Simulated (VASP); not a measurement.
# Cr (Chromium): cell size against the level of theory, part 2 of 4

Which functional gives the lattice of Cr (Chromium) as experiment finds it, and is a dearer one worth its cost? The start is a cell from a database of measured crystal structures.

VASP 6.6.1, plane waves and PAW; the level of theory is named at each step.

So far. Step 2 (Magnetic order: ferromagnetic): The moments fall under 0.1 μB, and the mesh shows no gap. Step 3 (Magnetic order: antiferromagnetic, q = (0, 0, 1/2)): The energy lies -4.7 meV an atom from the first pattern, a difference of sampling, since both runs hold the same state. The moments fall under 0.1 μB, and the mesh shows no gap.

## 4. Magnetic order: antiferromagnetic, q = (1/2, 1/2, 1/2)

Level of this step: LDA, spin-polarised from an antiferromagnetic start; plane waves and PAW (Cr_pv) (VASP).

Next, a pattern with opposite moments, which needs a doubled cell; q is given in the reciprocal vectors of the primitive cell.

Contents of INCAR:

```
SYSTEM = Cr
PREC = Accurate
ENCUT = 400
EDIFF = 1E-06
NELM = 100
ISMEAR = -1
SIGMA = 0.05
LREAL = .FALSE.
ALGO = Normal
GGA = CA
NBANDS = 19
ISPIN = 2
MAGMOM = 3 -3
LASPH = .TRUE.
LMAXMIX = 4
LORBIT = 11
LWAVE = .FALSE.
LCHARG = .FALSE.
KPAR = 4
ISIF = 2
```

Contents of POSCAR:

```
Cr
1.0
   -2.8839000000      2.8839000000      2.8839000000
    0.0000000000      0.0000000000      2.8839000000
    0.0000000000      2.8839000000      0.0000000000
Cr
2
Direct
    0.0000000000      0.0000000000      0.0000000000
    0.5000000000      0.0000000000      0.0000000000
```

Contents of KPOINTS:

```
Automatic mesh
0
Gamma
11 11 11
0 0 0
```

Potentials, in the order of the species: Cr_pv (PBE family, release 64).

Command:

```console
> mpirun -np 4 vasp_std
```

What it wrote:

```text
[... set-up lines as in an earlier step ...]
 entering main loop
       N       E                     dE             d eps       ncg     rms          rms(c)
DAV:   1     0.204080821998E+03    0.20408E+03   -0.12140E+04  4312   0.129E+03
DAV:   2    -0.169546059029E+02   -0.22104E+03   -0.21627E+03  4316   0.394E+02
DAV:   3    -0.236655869348E+02   -0.67110E+01   -0.66394E+01  4537   0.830E+01
DAV:   4    -0.237689087053E+02   -0.10332E+00   -0.10313E+00  5749   0.929E+00
DAV:   5    -0.237705270013E+02   -0.16183E-02   -0.16066E-02  4735   0.108E+00    0.227E+01
DAV:   6    -0.210119953023E+02    0.27585E+01   -0.16304E+01  4379   0.454E+01    0.799E+00
DAV:   7    -0.211117055065E+02   -0.99710E-01   -0.48009E-01  4613   0.668E+00    0.468E+00
DAV:   8    -0.211148502292E+02   -0.31447E-02   -0.20028E-02  4795   0.182E+00    0.128E+00
DAV:   9    -0.211055100865E+02    0.93401E-02   -0.61383E-02  4762   0.210E+00    0.398E-01
DAV:  10    -0.211080939773E+02   -0.25839E-02   -0.12543E-02  4649   0.576E-01    0.263E-01
DAV:  11    -0.211095893742E+02   -0.14954E-02   -0.15455E-02  5238   0.807E-01    0.189E-01
DAV:  12    -0.211110258692E+02   -0.14365E-02   -0.39662E-02  5065   0.132E+00    0.105E-01
DAV:  13    -0.211112805285E+02   -0.25466E-03   -0.18707E-03  4543   0.300E-01    0.948E-02
DAV:  14    -0.211120174030E+02   -0.73687E-03   -0.51030E-02  5214   0.156E+00    0.695E-02
DAV:  15    -0.211122469839E+02   -0.22958E-03   -0.96847E-03  5045   0.705E-01    0.470E-02
DAV:  16    -0.211122361371E+02    0.10847E-04   -0.50142E-04  4448   0.235E-01    0.389E-02
DAV:  17    -0.211122362117E+02   -0.74638E-07   -0.81880E-06  5401   0.305E-02
   1 F= -.21112236E+02 E0= -.21106130E+02  d E =-.122114E-01  mag=    -0.0000
```

Wall time 6.6 s (4 MPI ranks of Intel Xeon 6975P-C (Granite Rapids), shared host); peak memory 0.53 GiB; 22 s of CPU time.

Parts of OUTCAR (step 4):

```text
  LATTYP: Found a simple cubic cell.
 ALAT       =     2.8839000000

The static configuration has the point symmetry O_h .

 Found     56 irreducible k-points:

   k-points           NKPTS =     56   k-points in BZ     NKDIM =     56   number of bands    NBANDS=     19

   dimension x,y,z NGX =    36 NGY =   20 NGZ =   20
   dimension x,y,z NGXF=    72 NGYF=   40 NGZF=   40

   ENCUT  =  400.0 eV  29.40 Ry    5.42 a.u.   8.15  4.70  4.70*2*pi/ulx,y,z

   NELECT =      24.0000    total number of electrons

 E-fermi :  10.0783

 spin component 1
 k-point     1 :       0.0000    0.0000    0.0000
  band No.  band energies     occupation
    ...
      8       5.9734      1.00000
      9       5.9734      1.00000
     10       9.2243      1.00000
     11       9.2243      1.00000
     12       9.2243      1.00000
     13      11.1285      0.00000
     14      11.1285      0.00000
     15      12.4443      0.00000
     16      12.4443      0.00000
     17      12.4443      0.00000
    ...

 k-point     2 :       0.0909    0.0000    0.0000
  band No.  band energies     occupation
    ...
      8       6.0630      1.00000
      9       6.0708      1.00000
     10       9.2175      1.00000
     11       9.2175      1.00000
     12       9.2835      1.00000
     13      11.0092      0.00000
     14      11.1740      0.00000
     15      12.2220      0.00000
     16      12.2220      0.00000
     17      12.3724      0.00000
    ...

 k-point     3 :       0.1818    0.0000    0.0000
  band No.  band energies     occupation
    ...
      8       6.3277      1.00000
      9       6.3277      1.00000
     10       9.2087      1.00000
     11       9.2087      1.00000
     12       9.4561      1.00000
     13      10.6638      0.00001
     14      11.3025      0.00000
     15      11.6781      0.00000
     16      11.6781      0.00000
     17      12.1643      0.00000
    ...

 k-point     4 :       0.2727    0.0000    0.0000
  band No.  band energies     occupation
    ...
      8       6.6302      1.00000
      9       6.7549      1.00000
     10       9.2330      1.00000
     11       9.2330      1.00000
     12       9.7318      0.99902
     13      10.1295      0.26442
     14      11.0276      0.00000
     15      11.0276      0.00000
     16      11.4967      0.00000
     17      11.8424      0.00000
    ...

  Total       -3.7825284     -3.7825284     -3.7825284     -0.0000000     -0.0000000      0.0000000
  in kB     -252.6691354   -252.6691354   -252.6691354     -0.0000000     -0.0000000      0.0000000
  external PRESSURE =    -252.6691354 kB  Pullay stress =       0.0000000 kB

  energy-cutoff  :      400.00
  volume of cell :       23.99
      direct lattice vectors                 reciprocal lattice vectors
    -2.883900000  2.883900000  2.883900000    -0.346752661  0.000000000  0.000000000
     0.000000000  0.000000000  2.883900000     0.346752661  0.000000000  0.346752661
     0.000000000  2.883900000  0.000000000     0.346752661  0.346752661  0.000000000

 POSITION                                       TOTAL-FORCE (eV/Angst)
 -----------------------------------------------------------------------------------
      0.00000      0.00000      0.00000         0.000000      0.000000      0.000000
     -1.44195      1.44195      1.44195        -0.000000     -0.000000     -0.000000
 -----------------------------------------------------------------------------------
    total drift:                               -0.000000     -0.000000      0.000000

  FREE ENERGIE OF THE ION-ELECTRON SYSTEM (eV)
  ---------------------------------------------------
  free  energy   TOTEN  =       -21.1122362117 eV

  energy  without entropy=      -21.1000247720  energy(sigma->0) =      -21.10613049

 total charge
# of ion       s       p       d       tot
------------------------------------------
    1        0.386   6.381   4.200  10.967
    2        0.386   6.381   4.200  10.967
--------------------------------------------------
tot          0.772  12.762   8.401  21.934

 magnetization (x)
# of ion       s       p       d       tot
------------------------------------------
    1        0.002   0.000   0.235   0.237
    2       -0.002  -0.000  -0.235  -0.237
--------------------------------------------------
tot          0.000   0.000   0.000   0.000

[... 1 part as in an earlier step ...]

[... 6 further parts left out ...]
```

At this level the cell is under a tension of 25.3 GPa, so at these settings it is away from equilibrium.

This step gave:

```
SCF cycles              : 17
irreducible k-points    : 56
symmetry operations     : 48
free energy (TOTEN)     : -21.11 eV
energy at zero smearing : -21.11 eV
Fermi energy            : 10.08 eV
pressure                : -25.27 GPa
```

Spin moment in the PAW sphere by atom:

```tsv
atom	spin moment in the PAW sphere (μB)
Cr1	0.237
Cr2	-0.237
```

The energy lies -12.4 meV an atom from the first pattern. The run ends antiferromagnetic with a largest moment of 0.24 μB, and the mesh shows no gap.

## 5. The orders side by side

This step: collinear orders at LDA; plane waves and PAW (VASP 6.6.1).

No new run; the numbers come from the runs before.

Patterns, by row:

```tsv
start	atoms	energy less that of the first (meV/atom)	largest site moment (μB)	end state
ferromagnetic	1	0	0	non-magnetic
antiferromagnetic, q = (0, 0, 1/2)	2	-4.7	0	non-magnetic
antiferromagnetic, q = (1/2, 1/2, 1/2)	2	-12.4	0.24	antiferromagnetic
```

The session goes on in the lowest magnetic state found: antiferromagnetic, q = (1/2, 1/2, 1/2). Runs that ended non-magnetic differ by up to 4.7 meV an atom among themselves, which is the error from the unlike meshes of the cells.

## 6. Relaxation with LDA

This step: LDA, spin-polarised from an antiferromagnetic start; plane waves and PAW (Cr_pv) (VASP 6.6.1).

The start need not lie at this functional's minimum. ISIF = 3 frees volume, shape and positions, and EDIFFG sets the threshold on forces and stress at which the search stops.

Contents of INCAR:

```
SYSTEM = Cr
PREC = Accurate
ENCUT = 520
EDIFF = 1E-06
NELM = 100
ISMEAR = -1
SIGMA = 0.05
LREAL = .FALSE.
ALGO = Normal
GGA = CA
NBANDS = 19
ISPIN = 2
MAGMOM = 0.24 -0.24
LASPH = .TRUE.
LMAXMIX = 4
LORBIT = 11
LWAVE = .FALSE.
LCHARG = .FALSE.
KPAR = 4
IBRION = 2
NSW = 60
ISIF = 3
EDIFFG = -0.01
```

POSCAR is that of step 4.

KPOINTS is that of step 4.

Command:

```console
> mpirun -np 4 vasp_std
```

What it wrote:

```text
[... set-up lines as in an earlier step ...]
 entering main loop
       N       E                     dE             d eps       ncg     rms          rms(c)
DAV:   1     0.237823591515E+03    0.23782E+03   -0.13922E+04  4256   0.154E+03
DAV:   2    -0.167848252197E+02   -0.25461E+03   -0.24910E+03  4324   0.438E+02
DAV:   3    -0.249628141273E+02   -0.81780E+01   -0.80599E+01  4519   0.934E+01
DAV:   4    -0.250891615014E+02   -0.12635E+00   -0.12618E+00  5635   0.106E+01
DAV:   5    -0.250914449958E+02   -0.22835E-02   -0.22795E-02  4958   0.130E+00    0.191E+01
DAV:   6    -0.210900459124E+02    0.40014E+01   -0.18463E+01  4622   0.492E+01    0.301E+00
DAV:   7    -0.211294885798E+02   -0.39443E-01   -0.10508E+00  4599   0.632E+00    0.197E+00
DAV:   8    -0.211040901252E+02    0.25398E-01   -0.61506E-02  4651   0.315E+00    0.101E+00
DAV:   9    -0.211013278056E+02    0.27623E-02   -0.33666E-03  4913   0.552E-01    0.226E-01
DAV:  10    -0.211005892230E+02    0.73858E-03   -0.58907E-03  4619   0.800E-01    0.646E-02
DAV:  11    -0.211005611250E+02    0.28098E-04   -0.17452E-04  5519   0.129E-01    0.289E-02
DAV:  12    -0.211005664487E+02   -0.53237E-05   -0.47587E-05  4987   0.546E-02    0.142E-02
DAV:  13    -0.211005704897E+02   -0.40411E-05   -0.34125E-05  5195   0.484E-02    0.119E-02
DAV:  14    -0.211005703020E+02    0.18777E-06   -0.71525E-07  2867   0.102E-02
   1 F= -.21100570E+02 E0= -.21094352E+02  d E =-.211006E+02  mag=     0.0000
 curvature:   0.00 expect dE= 0.000E+00 dE for cont linesearch  0.000E+00
 trial: gam= 0.00000 g(F)=  0.197E-59 g(S)=  0.967E+00 ort = 0.000E+00 (trialstep = 0.100E+01)
 search vector abs. value=  0.967E+00
 bond charge predicted
       N       E                     dE             d eps       ncg     rms          rms(c)
DAV:   1    -0.451696433920E+02   -0.24069E+02   -0.48635E+02  4334   0.270E+02    0.668E+01
DAV:   2    -0.218822596334E+02    0.23287E+02   -0.77697E+01  4335   0.118E+02    0.141E+01
DAV:   3    -0.208732354020E+02    0.10090E+01   -0.34805E+00  4529   0.185E+01    0.118E+01
DAV:   4    -0.205882859164E+02    0.28495E+00   -0.39514E-01  4448   0.768E+00    0.225E+00
DAV:   5    -0.205674749478E+02    0.20811E-01   -0.56659E-02  4673   0.253E+00    0.541E-01
DAV:   6    -0.205682178438E+02   -0.74290E-03   -0.48328E-03  5592   0.491E-01    0.219E-01
DAV:   7    -0.205677443906E+02    0.47345E-03   -0.28906E-04  4360   0.157E-01    0.824E-02
DAV:   8    -0.205677219798E+02    0.22411E-04   -0.24506E-05  4591   0.626E-02    0.198E-02
DAV:   9    -0.205677188526E+02    0.31272E-05   -0.68927E-07  2932   0.107E-02    0.391E-03
DAV:  10    -0.205677186404E+02    0.21220E-06   -0.13455E-07  2530   0.424E-03
   2 F= -.20567719E+02 E0= -.20562434E+02  d E =0.532852E+00  mag=    -0.0000
[...]
3 F= -.21291983E+02 E0= -.21286154E+02  d E =-.191413E+00  mag=     0.0000
[...]
4 F= -.21292599E+02 E0= -.21286782E+02  d E =-.192029E+00  mag=     0.0000
[...]
5 F= -.21292585E+02 E0= -.21286772E+02  d E =-.192014E+00  mag=     0.0000
[...]
6 F= -.21292576E+02 E0= -.21286757E+02  d E =0.915750E-05  mag=    -0.0000
 trial-energy change:    0.000009  1 .order    0.000003   -0.000103    0.000110
 step:   0.3888(harm=  0.4234)  dis= 0.00000  next Energy=   -21.292607 (dE=-0.223E-04)
 bond charge predicted
       N       E                     dE             d eps       ncg     rms          rms(c)
DAV:   1    -0.212933644880E+02   -0.78860E-03   -0.15250E-02  4268   0.167E+00    0.244E-01
DAV:   2    -0.212926364518E+02    0.72804E-03   -0.36257E-03  4284   0.666E-01    0.417E-02
DAV:   3    -0.212926211229E+02    0.15329E-04   -0.26131E-05  4505   0.627E-02    0.235E-02
DAV:   4    -0.212926135276E+02    0.75953E-05   -0.80259E-06  4553   0.305E-02    0.387E-03
DAV:   5    -0.212926134422E+02    0.85429E-07   -0.27045E-07  2317   0.659E-03
   7 F= -.21292613E+02 E0= -.21286798E+02  d E =-.286847E-04  mag=     0.0000
 curvature:  -0.21 expect dE=-0.362E-06 dE for cont linesearch -0.362E-06
 trial: gam= 0.00000 g(F)=  0.150E-59 g(S)=  0.172E-05 ort =-0.142E-04 (trialstep = 0.778E+00)
 search vector abs. value=  0.172E-05
 reached required accuracy - stopping structural energy minimisation
```

It took 31 s on 4 MPI ranks; peak memory 0.72 GiB.

Parts of OUTCAR (step 6):

```text
   ENCUT  =  520.0 eV  38.22 Ry    6.18 a.u.   9.29  5.36  5.36*2*pi/ulx,y,z

   NELECT =      24.0000    total number of electrons

 E-fermi :  11.5233

 spin component 1
 k-point     1 :       0.0000    0.0000    0.0000
  band No.  band energies     occupation
    ...
      8       6.7851      1.00000
      9       6.7851      1.00000
     10      10.5355      1.00000
     11      10.5355      1.00000
     12      10.5355      1.00000
     13      12.7119      0.00000
     14      12.7119      0.00000
     15      14.2343      0.00000
     16      14.2343      0.00000
     17      14.2343      0.00000
    ...

 k-point     2 :       0.0909    0.0000    0.0000
  band No.  band energies     occupation
    ...
      8       6.8853      1.00000
      9       6.9051      1.00000
     10      10.5269      1.00000
     11      10.5269      1.00000
     12      10.6023      1.00000
     13      12.5693      0.00000
     14      12.7659      0.00000
     15      13.9764      0.00000
     16      13.9764      0.00000
     17      14.1498      0.00000
    ...

  Total       -0.0048786     -0.0048786     -0.0048786      0.0000000      0.0000000      0.0000000
  in kB       -0.3603953     -0.3603953     -0.3603953      0.0000000      0.0000000      0.0000000
  external PRESSURE =      -0.3603953 kB  Pullay stress =       0.0000000 kB

 POSITION                                       TOTAL-FORCE (eV/Angst)
 -----------------------------------------------------------------------------------
      0.00000     -0.00000      0.00000        -0.000000     -0.000000     -0.000000
     -1.39437      1.39437      1.39437         0.000000      0.000000      0.000000
 -----------------------------------------------------------------------------------
    total drift:                                0.000000     -0.000000     -0.000000

  FREE ENERGIE OF THE ION-ELECTRON SYSTEM (eV)
  ---------------------------------------------------
  free  energy   TOTEN  =       -21.2926134422 eV

  energy  without entropy=      -21.2809829276  energy(sigma->0) =      -21.28679818

 reached required accuracy - stopping structural energy minimisation

 magnetization (x)
# of ion       s       p       d       tot
------------------------------------------
    1        0.000   0.000  -0.000   0.000
    2       -0.000  -0.000   0.000  -0.000
--------------------------------------------------
tot          0.000   0.000   0.000   0.000

[... 5 parts as in an earlier step ...]

[... 11 further parts left out ...]
```

CONTCAR:

```
Cr
   1.00000000000000
    -2.7887487844816041    2.7887487844816041    2.7887487844816041
     0.0000000000000000   -0.0000000000000000    2.7887487844816041
    -0.0000000000000000    2.7887487844816041   -0.0000000000000000
  Cr
     2
Direct
     0.0000000000000000    0.0000000000000000    0.0000000000000000
     0.5000000000000000    0.0000000000000000    0.0000000000000000
```

The moments of the start collapse, so the state is non-magnetic. After so large a change of volume the plane waves of the start cell no longer fit, so the final stress carries a basis-set error. The run keeps the 48 symmetry operations of its start, so it cannot find a distortion of lower symmetry.

The steps of the relaxation:

```tsv
step	energy less that of the first step (eV)	largest force (eV/Å)	pressure (GPa)	volume (Å³)
1	0.0000	0.0000	-24.42	23.99
2	0.5329	0.0000	77.13	18.18
3	-0.1914	0.0000	-1.76	21.81
4	-0.1920	0.0000	-0.43	21.71
5	-0.1920	0.0000	0.30	21.66
6	-0.1920	0.0000	-0.32	21.72
7	-0.1920	0.0000	-0.04	21.69
```

```tsv
cell as run	before	after	change
a (Å)	4.995	4.830	-3.3 %
b (Å)	2.884	2.789	-3.3 %
c (Å)	2.884	2.789	-3.3 %
volume (Å³/atom)	11.99	10.84	-9.6 %
```

Final coordinates:

```xyz
2
Lattice="-2.7887 2.7887 2.7887 0.0000 0.0000 2.7887 0.0000 2.7887 0.0000" Properties=species:S:1:pos:R:3 pbc="T T T"
Cr    0.0000    0.0000    0.0000
Cr   -1.3944    1.3944    1.3944
```

This step gave:

```
free energy (TOTEN)             : -21.29 eV
energy at zero smearing         : -21.29 eV
Fermi energy                    : 11.52 eV
pressure                        : -0.03604 GPa
SCF cycles over all ionic steps : 53
```

The spin moment in the PAW sphere vanishes on all atoms.

It ends with forces that vanish by symmetry and a pressure of -0.04 GPa. The volume lies -9.6 % from that of the database's start, which holds the thermal and zero-point expansion of its experiment. LDA is known to overbind. The conventional cell has a = 2.789 Å. The moments are lost on the way, which shrinks a magnet's cell; a magnetic solution may have been missed.

(Continued in part 3 of 4.)

[Lines on the potential files, build, host, timing and source positions are cut from VASP's logs without a mark.]

[Logs are printed without paths, hosts, clocks, repeated set-up lines and the standing remarks that a program may print on its own settings, such as how far it seeks lower states.]

[Hosts, paths, dates, database ids (printed as entryN), source tags and the programs' standing remarks are cut or masked in the printed files.]

[A measured line is paired with the nearest computed mode of its activity, which favours agreement.]
